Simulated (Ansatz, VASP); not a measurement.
# Cross-check of RbBeI3 between VASP and Ansatz

Aim: how closely do two programs agree when they are given the same cell, functional and k mesh? The cell is invented: As first built, before any earlier steps moved the atoms (in the runner's words): it takes the RbEuCl3 structure with some of its atoms replaced by other elements, volume scaled by an estimate. It may not be a known or stable phase. The cell is taken from a series of VASP runs on this material, whose earlier steps may have relaxed, scaled or displaced it; both programs get it as it stands.

Main program and level: Ansatz 0.2.0; plane waves, with VASP 6.6.1 beside it; relaxation of cell and atoms at r2SCAN.

### 1. Starting point

Symmetry: Pm-3m, No. 221, cubic system. Conventional cell: a = 5.547 Å, b = 5.547 Å, c = 5.547 Å, α = 90.00°, β = 90.00°, γ = 90.00°. Nearest to I lie 2 Be at 2.77 Å and 4 Rb at 3.92 Å. Nearest to Rb lie 12 I at 3.92 Å. Be has 6 I at 2.77 Å nearest. As first built, before any earlier steps moved the atoms (in the runner's words): sites of the RbEuCl3 structure (space group 221) filled with other elements, volume scaled by an estimate. Farther neighbours and most contacts between anions are not listed.

### 2. VASP: relaxation of cell and atoms, r2SCAN

The relaxed volume is the usual yardstick between codes: its relative difference is about their pressure difference at one cell divided by the bulk modulus.

Lines of VASP's logs that name or quote its potential files are left out, and so is its time.

Contents of INCAR:

```
SYSTEM = RbBeI3
PREC = Accurate
ENCUT = 520
EDIFF = 1E-06
NELM = 100
ISMEAR = -1
SIGMA = 0.05
LREAL = .FALSE.
ALGO = Normal
METAGGA = R2SCAN
LASPH = .TRUE.
NBANDS = 22
LORBIT = 11
LWAVE = .FALSE.
LCHARG = .FALSE.
KPAR = 2
IBRION = 2
NSW = 60
ISIF = 3
EDIFFG = -0.01
```

Contents of POSCAR:

```
RbBeI3
1.0
    5.5474796309      0.0000000000      0.0000000000
    0.0000000000      5.5474796309      0.0000000000
    0.0000000000      0.0000000000      5.5474796309
I Rb Be
3 1 1
Direct
    0.5000000000      0.0000000000      0.0000000000
    0.0000000000      0.5000000000      0.0000000000
    0.0000000000      0.0000000000      0.5000000000
    0.5000000000      0.5000000000      0.5000000000
    0.0000000000      0.0000000000      0.0000000000
```

Contents of KPOINTS:

```
Automatic mesh
0
Gamma
4 4 4
0 0 0
```

Potentials, in the order of the species: I, Rb_sv and Be (PBE family, release 64).

Launch:

```bash
> mpirun -np 2 vasp_std
```

Numbers of over 12 decimals in the logs are rounded to 6 here.

Output:

```text
[banner, memory and clock lines left out]
running    2 mpi-ranks, on    1 nodes
 distrk:  each k-point on    1 cores,    2 groups
 distr:  one band on    1 cores,    1 groups

 POSCAR found type information on POSCAR I RbBe
 POSCAR found :  3 types and       5 ions
|                                                                             |
|               ----> ADVICE to this user running VASP <----                  |
|                                                                             |
|     You enforced a specific xc type in the INCAR file but a different       |
|     [... a line on the potential file left out ...]
|     I HOPE YOU KNOW WHAT YOU ARE DOING!                                     |
|                                                                             |

 LDA part: xc-table for (None), standard interpolation
 POSCAR, INCAR and KPOINTS ok, starting setup
 FFT: planning ... GRIDC
 FFT: planning ... GRID_SOFT
 FFT: planning ... GRID
 WAVECAR not read
 entering main loop
       N       E                     dE             d eps       ncg     rms          rms(c)
DAV:   1     0.987500120592E+02    0.98750E+02   -0.13043E+04   440   0.123E+03
DAV:   2    -0.863181243554E+02   -0.18507E+03   -0.17730E+03   618   0.204E+02
DAV:   3    -0.102263072976E+03   -0.15945E+02   -0.15861E+02   628   0.655E+01
DAV:   4    -0.102731052906E+03   -0.46798E+00   -0.46704E+00   656   0.108E+01
DAV:   5    -0.102740882921E+03   -0.98300E-02   -0.98282E-02   570   0.131E+00    0.528E+00
DAV:   6    -0.957564112605E+02    0.69845E+01   -0.17586E+00   628   0.764E+00    0.416E+00
DAV:   7    -0.957658225581E+02   -0.94113E-02   -0.31815E-01   586   0.273E+00    0.161E+00
DAV:   8    -0.957746327918E+02   -0.88102E-02   -0.16731E-02   506   0.780E-01    0.469E-01
DAV:   9    -0.957759714463E+02   -0.13387E-02   -0.14891E-03   556   0.262E-01    0.111E-01
DAV:  10    -0.957761871091E+02   -0.21566E-03   -0.18805E-04   536   0.948E-02    0.366E-02
DAV:  11    -0.957762391060E+02   -0.51997E-04   -0.95123E-05   512   0.693E-02    0.881E-03
DAV:  12    -0.957762393928E+02   -0.28682E-06   -0.28666E-06   492   0.112E-02
   1 F= -.95776239E+02 E0= -.95773507E+02  d E =-.957762E+02
 curvature:   0.00 expect dE= 0.000E+00 dE for cont linesearch  0.000E+00
 trial: gam= 0.00000 g(F)=  0.000E+00 g(S)=  0.154E-02 ort = 0.000E+00 (trialstep = 0.100E+01)
 search vector abs. value=  0.154E-02
 bond charge predicted
       N       E                     dE             d eps       ncg     rms          rms(c)
DAV:   1    -0.957818867885E+02   -0.56477E-02   -0.11648E-01   470   0.158E+00    0.425E-01
DAV:   2    -0.957782845555E+02    0.36022E-02   -0.76143E-03   544   0.491E-01    0.182E-01
DAV:   3    -0.957771488768E+02    0.11357E-02   -0.36337E-03   494   0.271E-01    0.919E-02
DAV:   4    -0.957771628871E+02   -0.14010E-04   -0.14658E-04   610   0.641E-02    0.705E-02
DAV:   5    -0.957771725551E+02   -0.96680E-05   -0.51048E-05   694   0.362E-02    0.999E-03
DAV:   6    -0.957771749741E+02   -0.24190E-05   -0.11863E-06   392   0.663E-03    0.305E-03
DAV:   7    -0.957771754895E+02   -0.51539E-06   -0.31857E-07   310   0.349E-03
   2 F= -.95777175E+02 E0= -.95774444E+02  d E =-.936097E-03
 trial-energy change:   -0.000936  1 .order   -0.000921   -0.001542   -0.000300
 step:   1.2212(harm=  1.2411)  dis= 0.00000  next Energy=   -95.777209 (dE=-0.969E-03)
 reached required accuracy - stopping structural energy minimisation
```

From OUTCAR (step 2):

```text
ion  position               nearest neighbor table
   1  0.500  0.000  0.000-   5 2.77   5 2.77   4 3.92   4 3.92   4 3.92   4 3.92
   2  0.000  0.500  0.000-   5 2.77   5 2.77   4 3.92   4 3.92   4 3.92   4 3.92
   3  0.000  0.000  0.500-   5 2.77   5 2.77   4 3.92   4 3.92   4 3.92   4 3.92
   4  0.500  0.500  0.500-   1 3.92   2 3.92   3 3.92   1 3.92   2 3.92   1 3.92   3 3.92   1 3.92
                             2 3.92   3 3.92   2 3.92   3 3.92
   5  0.000  0.000  0.000-   1 2.77   2 2.77   3 2.77   3 2.77   2 2.77   1 2.77

  LATTYP: Found a simple cubic cell.
 ALAT       =     5.5474796309

 Subroutine GETGRP returns: Found 48 space group operations
 (whereof 48 operations were pure point group operations)

The static configuration has the point symmetry O_h .

 Found     10 irreducible k-points:

   k-points           NKPTS =     10   k-points in BZ     NKDIM =     10   number of bands    NBANDS=     22

   dimension x,y,z NGX =    42 NGY =   42 NGZ =   42
   dimension x,y,z NGXF=    84 NGYF=   84 NGZF=   84

   ENCUT  =  520.0 eV  38.22 Ry    6.18 a.u.  10.31 10.31 10.31*2*pi/ulx,y,z

   NELECT =      32.0000    total number of electrons

 k-points in reciprocal lattice and weights: Automatic mesh
   0.00000000  0.00000000  0.00000000       0.016
   0.25000000  0.00000000  0.00000000       0.094
   0.50000000  0.00000000  0.00000000       0.047
   0.25000000  0.25000000  0.00000000       0.188
   0.50000000  0.25000000  0.00000000       0.188
   0.50000000  0.50000000  0.00000000       0.047
   0.25000000  0.25000000  0.25000000       0.125
   0.50000000  0.25000000  0.25000000       0.188
   0.50000000  0.50000000  0.25000000       0.094
   0.50000000  0.50000000  0.50000000       0.016

 average (electrostatic) potential at core
       1 -97.4608       2 -97.4608       3 -97.4608       4 -40.3032       5 -39.4042

 E-fermi :   2.5014

 k-point     1 :       0.0000    0.0000    0.0000
  band No.  band energies     occupation
    ...
     13       1.2818      2.00000
     14       1.7796      2.00000
     15       1.7796      2.00000
     16       1.7796      2.00000
     17       2.3599      1.88854
     18       6.8827      0.00000
     19       7.4312      0.00000
     20       7.4312      0.00000
     21       7.8789      0.00000
     22       7.8789      0.00000

 k-point     2 :       0.2500    0.0000    0.0000
  band No.  band energies     occupation
    ...
     12       1.0604      2.00000
     13       1.0604      2.00000
     14       1.0856      2.00000
     15       1.6073      2.00000
     16       1.6073      2.00000
     17       3.4807      0.00000
     18       7.6638      0.00000
     19       7.9069      0.00000
     20       8.1570      0.00000
     21       8.2668      0.00000
    ...

 k-point     3 :       0.5000    0.0000    0.0000
  band No.  band energies     occupation
    ...
     12       0.7751      2.00000
     13       0.7751      2.00000
     14       0.9103      2.00000
     15       1.5057      2.00000
     16       1.5057      2.00000
     17       5.2559      0.00000
     18       6.2081      0.00000
     19       8.4231      0.00000
     20       8.8865      0.00000
     21       9.0756      0.00000
    ...

  Total       -0.0448399     -0.0448399     -0.0448399     -0.0000000      0.0000000     -0.0000000
  in kB       -0.4236357     -0.4236357     -0.4236357     -0.0000000      0.0000000     -0.0000000
  external PRESSURE =      -0.4236357 kB  Pullay stress =       0.0000000 kB

  energy-cutoff  :      520.00
  volume of cell :      169.58
      direct lattice vectors                 reciprocal lattice vectors
     5.535125501  0.000000000 -0.000000000     0.180664377 -0.000000000 -0.000000000
     0.000000000  5.535125501  0.000000000    -0.000000000  0.180664377 -0.000000000
     0.000000000  0.000000000  5.535125501     0.000000000 -0.000000000  0.180664377

 POSITION                                       TOTAL-FORCE (eV/Angst)
 -----------------------------------------------------------------------------------
      2.76756      0.00000     -0.00000        -0.000000      0.000000      0.000000
      0.00000      2.76756      0.00000        -0.000000      0.000000      0.000000
      0.00000      0.00000      2.76756        -0.000000     -0.000000      0.000000
      2.76756      2.76756      2.76756         0.000000      0.000000      0.000000
      0.00000      0.00000      0.00000        -0.000000      0.000000      0.000000
 -----------------------------------------------------------------------------------
    total drift:                               -0.000000      0.000000     -0.000000

  FREE ENERGIE OF THE ION-ELECTRON SYSTEM (eV)
  ---------------------------------------------------
  free  energy   TOTEN  =       -95.7771754895 eV

  energy  without entropy=      -95.7717126977  energy(sigma->0) =      -95.77444409

 reached required accuracy - stopping structural energy minimisation

 total charge
# of ion       s       p       d       tot
------------------------------------------
    1        1.508   2.853   0.012   4.373
    2        1.508   2.853   0.012   4.373
    3        1.508   2.853   0.012   4.373
    4        1.937   5.406   0.017   7.360
    5        0.283   0.307   0.000   0.589
--------------------------------------------------
tot          6.742  14.273   0.053  21.068

[... 3 further parts left out ...]
```

CONTCAR:

```
RbBeI3
   1.00000000000000
     5.5351255005621862    0.0000000000000000   -0.0000000000000000
     0.0000000000000000    5.5351255005621862    0.0000000000000000
     0.0000000000000000    0.0000000000000000    5.5351255005621862
  I               Rb              Be
     3     1     1
Direct
     0.5000000000000000    0.0000000000000000    0.0000000000000000
     0.0000000000000000    0.5000000000000000    0.0000000000000000
     0.0000000000000000    0.0000000000000000    0.5000000000000000
     0.5000000000000000    0.5000000000000000    0.5000000000000000
     0.0000000000000000    0.0000000000000000    0.0000000000000000
```

[end of part 1 of 2]

[Lines on the potential files, build, host, timing and source positions are cut from VASP's logs without a mark.]

[Logs are printed without paths, hosts, clocks, repeated set-up lines and the standing remarks that a program may print on its own settings, such as how far it seeks lower states.]

[Hosts, paths, dates, database ids (printed as entryN), source tags and the programs' standing remarks are cut or masked in the printed files.]
